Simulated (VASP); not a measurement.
These are LDA (Ceperley-Alder, Perdew-Zunger), VASP's LDA PAW potentials (set 64) (plane waves; VASP 6.6.1) values and carry that method's errors.

A VASP calculation is set up with these files.

File KPOINTS:
```
K-points
0
Gamma
10 10 5
0 0 0
```

### INCAR
```
SYSTEM = LiRh
PREC = Accurate
ENCUT = 400
EDIFF = 1E-6
NELM = 100
ALGO = Normal
LREAL = .FALSE.
LASPH = .TRUE.
ISMEAR = 0
SIGMA = 0.1
LMAXMIX = 4
LWAVE = .FALSE.
LCHARG = .FALSE.
ISIF = 2
ISPIN = 2
LORBIT = 11
```

**POSCAR**
```
LiRh
8.4801360
  0.3065108861   0.0000000000   0.0000000000
 -0.1532554431   0.2654462145   0.0000000000
  0.0000000000   0.0000000000   0.5000000000
Li Rh
1 1
direct
 -0.0111370000  -0.0212210000   0.5087720000
  0.6778040000   0.3545540000  -0.0087720000
```

POTCAR, in this order: Li_sv Rh_pv (LDA.64 set). Program: vasp_std. The INCAR's line for the spin-polarised start is left out here.

At this cut-off the stress carries a Pulay error, which pulls relaxed volumes low. The run has a spin-polarised start.

Q: Estimate the energy per atom (σ→0), cell moment, pressure, largest force, band gap (on the k-mesh).

A: 
The energy per atom (σ→0) is -5.506 eV/atom and the cell moment is 0.30 μB. The band gap (on the k-mesh) is none (metal, semimetal or under 0.01 eV) and the pressure is -1.76 GPa. The largest force is 0.01567 Ry/bohr.

File OSZICAR:
```
...
DAV:   7    -0.110315513638E+02    0.14483E+00   -0.47180E-01 16716   0.755E+00    0.173E+00
DAV:   8    -0.110186955196E+02    0.12856E-01   -0.15226E-02 19502   0.111E+00    0.789E-01
DAV:   9    -0.110174596182E+02    0.12359E-02   -0.22075E-03 19222   0.391E-01    0.249E-01
DAV:  10    -0.110172903962E+02    0.16922E-03   -0.32218E-04 20814   0.149E-01    0.579E-02
DAV:  11    -0.110172945074E+02   -0.41112E-05   -0.25549E-05 17972   0.536E-02    0.212E-02
DAV:  12    -0.110172982001E+02   -0.36927E-05   -0.34046E-06 17766   0.188E-02    0.782E-03
DAV:  13    -0.110172989500E+02   -0.74985E-06   -0.51023E-07  9720   0.781E-03
   1 F= -.11017299E+02 E0= -.11011483E+02  d E =-.116313E-01  mag=     0.3037
```

The structure comes from a computed database's LiRh entry; how it stands against other phases isn't given here. The cell was not relaxed at this level, atoms are displaced from their ideal sites, and its volume differs by -5.9 % from the start's.
